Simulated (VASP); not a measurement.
An input for Ansatz (written as the equivalent of a VASP run, and not itself run):

Ansatz 0.2 input:
```yaml
crystal:
  lattice:
    - [0.0000000, 3.3255110, 3.2637250]
    - [3.3835050, 0.0000000, 3.2637250]
    - [3.3835050, 3.3255110, 0.0000000]
  atoms:
    - { symbol: Sr, position: [0.0000000, 0.0000000, 0.0000000] }
    - { symbol: Te, position: [0.4872080, 0.5127920, 0.5127920] }
kpoints:
  mp_grid: { grid: [11, 11, 11] }
hamiltonian:
  xc: pbe
  pseudopotentials: { kind: paw }
scf:
  occupations: { method: gaussian, width: 0.05 }
  max_iter: 100
output: { forces: true, stress: true, eigenvalues: true }
```

**Question.** Translate this input to VASP (INCAR, KPOINTS, POSCAR, choice of POTCAR).

**Answer.** Several could match; the one computed here: 
POSCAR:
```
SrTe
6.767010
  0.0000000000   0.4914298930   0.4822994203
  0.5000000000   0.0000000000   0.4822994203
  0.5000000000   0.4914298930   0.0000000000
Sr Te
1 1
Cartesian
  0.0000000000   0.0000000000   0.0000000000
  0.5127920000   0.4914298930   0.4822994203
```

### KPOINTS
```
Automatic mesh
0
Gamma
11 11 11
0 0 0
```

### INCAR
```
ALGO  =  Normal
EDIFF  =  1E-6
ENCUT  =  400
GGA  =  PE
ISIF  =  2
ISMEAR  =  0
LASPH  =  .True.
LCHARG  =  .False.
LMAXMIX  =  4
LREAL  =  .False.
LWAVE  =  .False.
NELM  =  100
PREC  =  Accurate
SIGMA  =  0.05
SYSTEM  =  SrTe
```

POTCAR, in this order: Sr_sv Te (PBE.64 set). Program: vasp_std.

The two are equivalent in intent, not identical: each code has its own PAW files, so the cut-off isn't converted (ENCUT is set for VASP's; basis.ecutwfc is left out, and Ansatz then takes the one that its files recommend); Ansatz stops its SCF on the density residual and VASP on the energy change (EDIFF).

The compound is SrTe in the rock salt structure. The cell was not relaxed at this level, atoms are displaced from their ideal sites. The run is one of a series of settings (KPOINTS 11×11×11 Γ-centred mesh against the base run), some of them coarse on purpose.
